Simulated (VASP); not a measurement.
**Pm (relaxed from the dhcp structure, space group P6_3/mmc): computed properties**

These are PBEsol GGA, VASP's PBE PAW potentials (set 64) (plane waves; VASP 6.6.1) values and carry that method's errors.

For Pm, the space group is P6_3/mmc (194) and the cell comes out as a = b = 3.5915 Å, c = 11.5753 Å, α = β = 90.00°, γ = 120.00°. The volume per atom is 32.33 Å³/atom. The band gap (over mesh and band path) comes out as none (metal, semimetal or under 0.01 eV). The density is 7.44 g/cm³.

```yaml
crystal:
  lattice:
    - [3.59150, 0.00000, 0.00000]
    - [-1.79575, 3.11033, 0.00000]
    - [0.00000, 0.00000, 11.57532]
  atoms:
    - { symbol: Pm, position: [0.00000, 0.00000, 0.00000] }
    - { symbol: Pm, position: [0.00000, 0.00000, 0.50000] }
    - { symbol: Pm, position: [0.33333, 0.66667, 0.25000] }
    - { symbol: Pm, position: [0.66667, 0.33333, 0.75000] }
```

The 4f electrons are frozen in the core of the lanthanide potential, so 4f levels, which can set the real gap, and their magnetism are missing.

The structure was generated: Pm was put into the dhcp type (P6_3/mmc), which need not be its known phase. It was relaxed first. Symmetry was kept, so distortions that lower it aren't found.
